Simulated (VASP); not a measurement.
Consider the following.

```
KMgF3
1.0
    3.90661     0.00000     0.00000
    0.00000     3.90661     0.00000
    0.00000     0.00000     3.90661
K Mg F
1 1 3
Direct
  0.00000   0.00000   0.00000
  0.50000   0.50000   0.50000
  0.50000   0.00000   0.50000
  0.00000   0.50000   0.50000
  0.50000   0.50000   0.00000
```

Method: PBEsol GGA, VASP's PBE PAW potentials (set 64) (plane waves; VASP). Settings: 620 eV cut-off, 6×6×6 Γ-centred mesh, Gaussian smearing of 0.050 eV, potentials K_sv Mg F.

Energy and stress use the plane-wave basis of the starting cell.

Task: The ions, cell shape and volume at an external pressure of 10.0 GPa are relaxed. What does this cell relax into?

Result: 
```
KMgF3
1.0
    3.84473     0.00000     0.00000
    0.00000     3.84473     0.00000
    0.00000     0.00000     3.84473
K Mg F
1 1 3
Direct
  0.00000   0.00000   0.00000
  0.50000   0.50000   0.50000
  0.50000   0.00000   0.50000
  0.00000   0.50000   0.50000
  0.50000   0.50000   0.00000
```
Space group Pm-3m (221), at a tolerance of 0.03 Å.

Task: How do energy and volume change from the first to the last step?

Result: The energy (σ→0) changes by +25.6 meV/atom and the volume by -4.7 %, in 3 ionic steps.

The compound is KMgF3 in the cubic perovskite structure. This run relaxes it under an external pressure of 10 GPa. Symmetry was kept, so distortions that lower it aren't found.
